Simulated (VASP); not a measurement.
VASP ran on this input.

**INCAR**
```
SYSTEM = GdN
PREC = Accurate
ENCUT = 520
EDIFF = 1E-6
NELM = 100
ALGO = Normal
LREAL = .FALSE.
LASPH = .TRUE.
ISMEAR = 0
SIGMA = 0.05
GGA = PE
LMAXMIX = 6
LWAVE = .FALSE.
LCHARG = .FALSE.
ISIF = 2
```

### POSCAR
```
GdN
1
    1.7252750000     0.9960880000     2.9528000000
   -1.7252750000     0.9960880000     2.9528000000
    0.0000000000    -1.9921760000     2.9528000000
Gd N
1 1
Cartesian
  0.7624000000   0.7624000000   0.7624000000
  0.2376000000   0.2376000000   0.2376000000
```

File KPOINTS:
```
Automatic mesh
0
Gamma
7 7 7
0 0 0
```

POTCAR, in this order: Gd_3 N (PBE.64 set). Program: vasp_std.

The resulting files:

File standard output:
```
 POSCAR found type information on POSCAR GdN
 POSCAR found :  2 types and       2 ions
 Reading from existing POTCAR
 Reading from existing POTCAR
 LDA part: xc-table for (Slater+PW92), standard interpolation

 -----------------------------------------------------------------------------
|                                                                             |
|           W    W    AA    RRRRR   N    N  II  N    N   GGGG   !!!           |
|           W    W   A  A   R    R  NN   N  II  NN   N  G    G  !!!           |
|           W    W  A    A  R    R  N N  N  II  N N  N  G       !!!           |
|           W WW W  AAAAAA  RRRRR   N  N N  II  N  N N  G  GGG   !            |
|           WW  WW  A    A  R   R   N   NN  II  N   NN  G    G                |
|           W    W  A    A  R    R  N    N  II  N    N   GGGG   !!!           |
|                                                                             |
|     The distance between some ions is very small. Please check the          |
|     nearest-neighbor list in the OUTCAR file.                               |
|     I HOPE YOU KNOW WHAT YOU ARE DOING!                                     |
|                                                                             |
 -----------------------------------------------------------------------------

 POSCAR, INCAR and KPOINTS ok, starting setup
 WAVECAR not read
 entering main loop
       N       E                     dE             d eps       ncg     rms          rms(c)
DAV:   1     0.144349988621E+03    0.14435E+03   -0.73075E+03  3800   0.119E+03
DAV:   2     0.764916512695E+02   -0.67858E+02   -0.63626E+02  4156   0.296E+02
DAV:   3     0.715185120400E+02   -0.49731E+01   -0.48983E+01  4533   0.667E+01
DAV:   4     0.714484296823E+02   -0.70082E-01   -0.70049E-01  4149   0.946E+00
DAV:   5     0.714476348023E+02   -0.79488E-03   -0.79484E-03  4516   0.949E-01    0.299E+02
DAV:   6     0.782152719375E+02    0.67676E+01   -0.34538E+01  4243   0.454E+01    0.973E+01
DAV:   7     0.777787723901E+02   -0.43650E+00   -0.24239E+00  4267   0.168E+01    0.457E+01
DAV:   8     0.774929498802E+02   -0.28582E+00   -0.25799E-01  4842   0.590E+00    0.337E+00
DAV:   9     0.774929522630E+02    0.23829E-05   -0.46540E-02  5068   0.270E+00    0.244E+00
DAV:  10     0.774906263160E+02   -0.23259E-02   -0.77059E-03  4685   0.974E-01    0.602E-01
DAV:  11     0.774906806234E+02    0.54307E-04   -0.69166E-04  4361   0.373E-01    0.219E-01
DAV:  12     0.774906776704E+02   -0.29529E-05   -0.13118E-04  4261   0.115E-01    0.330E-02
DAV:  13     0.774906790650E+02    0.13946E-05   -0.11620E-05  4351   0.389E-02    0.126E-02
DAV:  14     0.774906793523E+02    0.28730E-06   -0.73594E-07  2168   0.122E-02
   1 F= 0.77490679E+02 E0= 0.77491290E+02  d E =-.122200E-02
```

**OUTCAR**
```
------------------------ aborting loop because EDIFF is reached ----------------------------------------
  FORCE on cell =-STRESS in cart. coord.  units (eV):
  Direction    XX          YY          ZZ          XY          YZ          ZX
  --------------------------------------------------------------------------------------
  Total      119.0077476    118.1315470    117.0515747    116.6103331    115.8260245    116.1946734
  in kB     6262.4532652   6216.3456364   6159.5150846   6136.2959669   6095.0238991   6114.4230233
  external PRESSURE =    6212.7713287 kB  Pullay stress =       0.0000000 kB
  volume of cell :       30.45
      direct lattice vectors                 reciprocal lattice vectors
     1.725275000  0.996088000  2.952800000     0.289808871  0.167321227  0.112887203
    -1.725275000  0.996088000  2.952800000    -0.289808871  0.167321227  0.112887203
     0.000000000 -1.992176000  2.952800000     0.000000000 -0.334642455  0.112887203
 POSITION                                       TOTAL-FORCE (eV/Angst)
 -----------------------------------------------------------------------------------
     -0.96287     -0.23369      6.66800       222.399121    221.772766    220.457706
     -1.48767     -0.75849      6.14320      -222.399121   -221.772766   -220.457706
 -----------------------------------------------------------------------------------
    total drift:                               -0.000806     -0.000769     -0.000769
  FREE ENERGIE OF THE ION-ELECTRON SYSTEM (eV)
  ---------------------------------------------------
  free  energy   TOTEN  =        77.4906793523 eV

  energy  without entropy=       77.4919013536  energy(sigma->0) =       77.49129035
```
(Selected blocks of OUTCAR.)

### Question
Read the log: what went wrong, and how is it fixed?

### Answer
The cause: fractional coordinates stand under the word Cartesian. The run ends without an error. Against the sound run, the energy per atom (σ→0) rises by 46.793 eV/atom; the pressure goes up by 617.21 GPa; the largest force increases by 383.293 eV/Å; the band gap decreases by 1.17 eV. To mend it, correct POSCAR.
### POSCAR
```
GdN
1
    1.7252750000     0.9960880000     2.9528000000
   -1.7252750000     0.9960880000     2.9528000000
    0.0000000000    -1.9921760000     2.9528000000
Gd N
1 1
Direct
  0.7624000000   0.7624000000   0.7624000000
  0.2376000000   0.2376000000   0.2376000000
```
The mended run (PBE GGA, plane waves, VASP's PBE PAW potentials (set 64)) converges, and its OSZICAR ends with
```
   1 F= -.16094367E+02 E0= -.16094367E+02  d E =-.295098E-16
```

The structure was generated: GdN was put into the alpha-GeTe type (R3m), which need not be its known phase. The cell was not relaxed at this level, atoms are displaced from their ideal sites. The 4f electrons are frozen in the core of the lanthanide potential, so 4f levels, which can set the real gap, and their magnetism are missing.
